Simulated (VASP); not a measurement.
Output of a VASP run:

### OUTCAR
```
 ion  position               nearest neighbor table
   1  0.500  0.500  0.500-   4 2.98   4 2.98   3 2.98   3 2.98   4 2.98   3 2.98
   2  0.000  0.000  0.000-   3 3.04   3 3.04   4 3.04   4 3.04   3 3.04   4 3.04
   3  0.753  0.753  0.753-   1 2.98   1 2.98   1 2.98   2 3.04   2 3.04   2 3.04
   4  0.247  0.247  0.247-   1 2.98   1 2.98   1 2.98   2 3.04   2 3.04   2 3.04
  LATTYP: Found a trigonal (rhomboedric) cell.
 ALAT       =     7.3744225269
 COS(alpha) =     0.8333714052
 Subroutine PRICEL returns:
 Original cell was already a primitive cell.
 Subroutine GETGRP returns: Found 12 space group operations
The static configuration has the point symmetry D_3d.
The dynamic configuration has the point symmetry D_3d.
 Subroutine INISYM returns: Found 12 space group operations
 Subroutine IBZKPT returns following result:
 Found     32 irreducible k-points:

 Following reciprocal coordinates:
            Coordinates               Weight
  0.000000  0.000000  0.000000      1.000000
  0.166667  0.000000  0.000000      6.000000
  0.333333  0.000000  0.000000      6.000000
  0.500000 -0.000000  0.000000      3.000000
  0.166667  0.166667  0.000000      6.000000
  0.333333  0.166667  0.000000     12.000000
  0.500000  0.166667 -0.000000     12.000000
 -0.333333  0.166667 -0.000000     12.000000
 -0.166667  0.166667  0.000000      6.000000
  0.333333  0.333333  0.000000      6.000000
  0.500000  0.333333  0.000000     12.000000
 -0.333333  0.333333  0.000000      6.000000
  0.500000  0.500000  0.000000      3.000000
  0.166667  0.166667  0.166667      2.000000
  0.333333  0.166667  0.166667      6.000000
  0.500000  0.166667  0.166667      6.000000
 -0.333333  0.166667  0.166667      6.000000
 -0.166667  0.166667  0.166667      6.000000
  0.333333  0.333333  0.166667      6.000000
  0.500000  0.333333  0.166667     12.000000
 -0.333333  0.333333  0.166667     12.000000
 -0.166667  0.333333  0.166667     12.000000
  0.500000  0.500000  0.166667      6.000000
 -0.333333  0.500000  0.166667     12.000000
 -0.166667  0.500000  0.166667      6.000000
 -0.333333 -0.333333  0.166667      6.000000
  0.333333  0.333333  0.333333      2.000000
  0.500000  0.333333  0.333333      6.000000
 -0.333333  0.333333  0.333333      6.000000
  0.500000  0.500000  0.333333      6.000000
 -0.333333  0.500000  0.333333      6.000000
  0.500000  0.500000  0.500000      1.000000
   k-points           NKPTS =     32   k-points in BZ     NKDIM =     32   number of bands    NBANDS=     24
   number of dos      NEDOS =    301   number of ions     NIONS =      4
   total plane-waves  NPLWV = 110592
   dimension x,y,z NGX =    48 NGY =   48 NGZ =   48
   dimension x,y,z NGXF=    96 NGYF=   96 NGZF=   96
   ions per type =               1   1   2
   PREC   = accura    normal or accurate (medium, high low for compatibility)
   ISTART =      0    job   : 0-new  1-cont  2-samecut
   ICHARG =      2    charge: 1-file 2-atom 10-const
   ISPIN  =      1    spin polarized calculation?
   LNONCOLLINEAR =      F non collinear calculations
   LSORBIT =      F    spin-orbit coupling
   INIWAV =      1    electr: 0-lowe 1-rand  2-diag
   ENCUT  =  400.0 eV  29.40 Ry    5.42 a.u.  12.03 12.03 12.03*2*pi/ulx,y,z
   NELM   =    100;   NELMIN=  2; NELMDL= -5     # of ELM steps
   EDIFF  = 0.1E-05   stopping-criterion for ELM
   LREAL  =      F    real-space projection
   NLSPLINE    = F    spline interpolate recip. space projectors
   LMAXMIX     =    4 max onsite mixed and CHGCAR
   VOSKOWN=      0    Vosko Wilk Nusair interpolation
   EDIFFG = -.2E-01   stopping-criterion for IOM
   NSW    =     60    number of steps for IOM
   NBLOCK =      1;   KBLOCK =     60    inner block; outer block
   IBRION =      2    ionic relax: 0-MD 1-quasi-New 2-CG
   NFREE  =      1    steps in history (QN), initial steepest desc. (CG)
   ISIF   =      3    stress and relaxation
   ISYM   =      2    0-nonsym 1-usesym 2-fastsym
   TEIN   =    0.0    initial temperature
   TEBEG  =    0.0;   TEEND  =   0.0 temperature during run
...
```

**OSZICAR**
```
...
DAV:  11    -0.111757289295E+03   -0.16949E+00   -0.19912E-01  1680   0.294E+00    0.114E-01
DAV:  12    -0.111760503718E+03   -0.32144E-02   -0.12988E-02  1952   0.765E-01    0.183E-01
DAV:  13    -0.111761234607E+03   -0.73089E-03   -0.24961E-03  1896   0.287E-01    0.925E-02
DAV:  14    -0.111747779258E+03    0.13455E-01   -0.28032E-02  1840   0.120E+00    0.150E-01
DAV:  15    -0.111759533110E+03   -0.11754E-01   -0.67818E-03  1568   0.556E-01    0.108E-01
DAV:  16    -0.111760788724E+03   -0.12556E-02   -0.17019E-03  1968   0.269E-01    0.707E-02
DAV:  17    -0.111761393956E+03   -0.60523E-03   -0.39675E-04  1800   0.157E-01    0.228E-02
DAV:  18    -0.111761480799E+03   -0.86843E-04   -0.21258E-04  2016   0.893E-02    0.106E-02
DAV:  19    -0.111761462872E+03    0.17927E-04   -0.13024E-05  1568   0.271E-02    0.108E-02
DAV:  20    -0.111761483993E+03   -0.21121E-04   -0.42849E-05  1704   0.450E-02    0.301E-03
DAV:  21    -0.111761487664E+03   -0.36710E-05   -0.47491E-06  1504   0.147E-02    0.317E-03
DAV:  22    -0.111761487798E+03   -0.13425E-06   -0.16690E-07  1120   0.454E-03
   1 F= -.11176149E+03 E0= -.11176111E+03  d E =-.111761E+03
       N       E                     dE             d eps       ncg     rms          rms(c)
DAV:   1    -0.112590755256E+03   -0.82927E+00   -0.26114E+01  1992   0.777E+01    0.495E+00
DAV:   2    -0.111914737096E+03    0.67602E+00   -0.13749E+00  1848   0.168E+01    0.212E+00
DAV:   3    -0.111733846865E+03    0.18089E+00   -0.66291E-01  1888   0.105E+01    0.403E-01
DAV:   4    -0.111780215295E+03   -0.46368E-01   -0.11200E-01  1536   0.235E+00    0.222E-01
DAV:   5    -0.111785301329E+03   -0.50860E-02   -0.10862E-02  1776   0.695E-01    0.141E-01
DAV:   6    -0.111784632203E+03    0.66913E-03   -0.28667E-03  1624   0.360E-01    0.597E-02
DAV:   7    -0.111784801016E+03   -0.16881E-03   -0.28978E-03  1808   0.341E-01    0.331E-02
DAV:   8    -0.111785309698E+03   -0.50868E-03   -0.48420E-04  1720   0.149E-01    0.102E-02
DAV:   9    -0.111785372416E+03   -0.62718E-04   -0.14596E-04  1792   0.813E-02    0.546E-03
DAV:  10    -0.111785395093E+03   -0.22677E-04   -0.20315E-05  1784   0.436E-02    0.271E-03
DAV:  11    -0.111785396877E+03   -0.17836E-05   -0.10111E-05  1480   0.270E-02    0.113E-03
DAV:  12    -0.111785401583E+03   -0.47063E-05   -0.20599E-06  1392   0.140E-02    0.985E-04
DAV:  13    -0.111785401758E+03   -0.17547E-06   -0.27928E-07  1016   0.512E-03
   2 F= -.11178540E+03 E0= -.11178533E+03  d E =-.239140E-01
       N       E                     dE             d eps       ncg     rms          rms(c)
DAV:   1    -0.111837057400E+03   -0.51656E-01   -0.14807E+00  1976   0.172E+01    0.124E+00
DAV:   2    -0.111794904030E+03    0.42153E-01   -0.87700E-02  1864   0.428E+00    0.512E-01
DAV:   3    -0.111786690172E+03    0.82139E-02   -0.35555E-02  1872   0.248E+00    0.106E-01
DAV:   4    -0.111787509852E+03   -0.81968E-03   -0.56329E-03  1584   0.545E-01    0.576E-02
DAV:   5    -0.111788066391E+03   -0.55654E-03   -0.91126E-04  1680   0.201E-01    0.375E-02
DAV:   6    -0.111788068349E+03   -0.19575E-05   -0.17191E-04  1704   0.868E-02    0.140E-02
DAV:   7    -0.111788072341E+03   -0.39928E-05   -0.96699E-05  1808   0.638E-02    0.726E-03
DAV:   8    -0.111788085653E+03   -0.13312E-04   -0.13963E-05  1616   0.275E-02    0.171E-03
DAV:   9    -0.111788088207E+03   -0.25534E-05   -0.45673E-06  1456   0.179E-02    0.113E-03
DAV:  10    -0.111788089130E+03   -0.92300E-06   -0.99497E-07  1176   0.121E-02
   3 F= -.11178809E+03 E0= -.11178788E+03  d E =-.266013E-01
```

File OUTCAR:
```
------------------------ aborting loop because EDIFF is reached ----------------------------------------
  FORCE on cell =-STRESS in cart. coord.  units (eV):
  Direction    XX          YY          ZZ          XY          YZ          ZX
  --------------------------------------------------------------------------------------
  Total        0.0052290      0.0052290      0.0137871      0.0000000      0.0000000      0.0000000
  in kB        0.0739068      0.0739068      0.1948673      0.0000000      0.0000000      0.0000000
  external PRESSURE =       0.1142270 kB  Pullay stress =       0.0000000 kB
  volume of cell :      113.36
      direct lattice vectors                 reciprocal lattice vectors
     2.155662309  1.244572704  7.041943136     0.231947276  0.133914805  0.047335413
    -2.155662309  1.244572704  7.041943136    -0.231947276  0.133914805  0.047335413
     0.000000000 -2.489144410  7.041943136     0.000000000 -0.267829610  0.047335432
 POSITION                                       TOTAL-FORCE (eV/Angst)
 -----------------------------------------------------------------------------------
      0.00000      0.00000     10.56291         0.000000     -0.000000      0.000000
      0.00000      0.00000      0.00000         0.000000     -0.000000     -0.000000
      0.00000      0.00000     15.89988         0.000000      0.000000      0.003062
      0.00000      0.00000      5.22595         0.000000     -0.000000     -0.003062
 -----------------------------------------------------------------------------------
    total drift:                                0.000000      0.000000     -0.000000
  FREE ENERGIE OF THE ION-ELECTRON SYSTEM (eV)
  ---------------------------------------------------
  free  energy   TOTEN  =      -111.7880891296 eV

  energy  without entropy=     -111.7876739164  energy(sigma->0) =     -111.78788152

 reached required accuracy - stopping structural energy minimisation
```
(Selected blocks of OUTCAR.)

**POSCAR**
```
SnPbSe2
1
    2.1285690497     1.2289303895     6.9527714980
   -2.1285690497     1.2289303895     6.9527714980
    0.0000000000    -2.4578598054     6.9527715003
Sn Pb Se
1 1 2
Direct
  0.5000000000   0.5000000000   0.5000000000
  0.0000000000   0.0000000000   0.0000000000
  0.7525695246   0.7525695246   0.7525695246
  0.2474304754   0.2474304754   0.2474304754
```

Write an INCAR and KPOINTS that could have produced this output.

Several could match; the one computed here: the input of the run itself, r2SCAN meta-GGA, plane waves, VASP's PBE PAW potentials (set 64).

### KPOINTS
```
Automatic mesh
0
Gamma
6 6 6
0 0 0
```

**INCAR**
```
# general
SYSTEM  = SnPbSe2
PREC    = Accurate
ENCUT   = 400
LREAL   = .FALSE.   # projection in real space or not
LASPH   = .TRUE.   # aspherical one-centre terms

# electronic loop
EDIFF   = 1E-6   # SCF stop (eV)
NELM    = 100
ALGO    = Normal
LMAXMIX = 4   # l cut-off of mixed one-centre charges
LMIXTAU = .TRUE.

# smearing
ISMEAR  = 0   # Gaussian
SIGMA   = 0.05   # width (eV)

# functional
METAGGA = R2SCAN

# ions
IBRION  = 2   # conjugate gradients
NSW     = 60   # most ionic steps
ISIF    = 3
EDIFFG  = -0.02   # ionic stop

# output
LWAVE   = .FALSE.
LCHARG  = .FALSE.
```

POTCAR, in this order: Sn_d Pb_d Se (PBE.64 set). Program: vasp_std.

Energy and stress use the plane-wave basis of the starting cell.

The structure comes from a computed database's SnPbSe2 entry (R-3m); how it stands against other phases isn't given here. This run relaxes it. Symmetry was kept, so distortions that lower it aren't found. The start is the result of an earlier pass.
